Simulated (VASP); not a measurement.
Wanted: the native input for a VASP 6.6.1 run.

| Item | Value |
| --- | --- |
| Task | relaxation of cell and atoms |
| Functional | PBE |
| Potentials or basis | VASP PAW PBE potentials, release 64 (Be, Cd, Te) |
| Cutoff | 520 eV |
| k mesh | 8 × 8 × 8 |
| Occupations | gaussian, width 0.03 eV |
| Spin | no spin polarisation |
| Further INCAR settings | ALGO = Normal; EDIFF = 1e-06; IBRION = 2; EDIFFG = -0.01; NSW = 90; ISIF = 3 |

The structure of Be3CdTe4 lies in POSCAR:

```
Be3CdTe4
1.0
    2.0800723800      1.2009303500     13.8160000000
   -2.0800723800      1.2009303500     13.8160000000
    0.0000000000     -2.4018607000     13.8160000000
Be Cd Te
3 1 4
Direct
    0.7561040300      0.7561040300      0.7561040300
    0.5006996700      0.5006996700      0.5006996700
    0.2447645200      0.2447645200      0.2447645200
    0.0032088400      0.0032088400      0.0032088400
    0.0711976500      0.0711976500      0.0711976500
    0.8153590000      0.8153590000      0.8153590000
    0.3035128400      0.3035128400      0.3035128400
    0.5595686200      0.5595686200      0.5595686200
```

The cell was built by a generator and needn't be a form met in nature.

The input as run:

INCAR

```
SYSTEM = Be3CdTe4
PREC = Accurate
ENCUT = 520
EDIFF = 1E-6
ISMEAR = 0
SIGMA = 0.03
LREAL = .False.
LASPH = .True.
NELM = 120
ALGO = Normal
ISIF = 3
LWAVE = .False.
LCHARG = .False.
GGA = PE
IBRION = 2
NSW = 90
EDIFFG = -0.01
KPAR = 8
```

KPOINTS

```
regular mesh
0
Gamma
  8 8 8
  0 0 0
```

Potentials or basis: VASP PAW PBE potentials, release 64 (Be, Cd, Te).

The run is started by

```bash
$ cat potpaw_PBE.64/Be/POTCAR potpaw_PBE.64/Cd/POTCAR potpaw_PBE.64/Te/POTCAR > POTCAR
$ mpirun -np 8 vasp_std > vasp.out
```

Results of the run:

```json
{"Relaxed volume": "25.81 Å³/atom", "Relaxed cell": "a = 14.056 Å, b = 14.056 Å, c = 14.056 Å, α = 16.97°, β = 16.97°, γ = 16.97°", "Space group after relaxing (to 0.05 Å)": "R3m (No. 160)", "Energy gained by relaxing": "0.2 meV/atom", "Ionic steps": "10", "Pressure after relaxing": "0.0 GPa", "Largest force after relaxing": "0.005 eV/Å", "Band gap on the k mesh": "1.29 eV, indirect (least direct gap 1.62 eV)"}
```

Caveat: spin-orbit coupling is left out, which moves the levels of the heavy elements.

Run time: 76 min on 8 MPI ranks on Intel(R) Xeon(R) Platinum 8375C CPU @ 2.90GHz (Ice Lake), on a shared host, peak memory 2.3 GiB a rank.
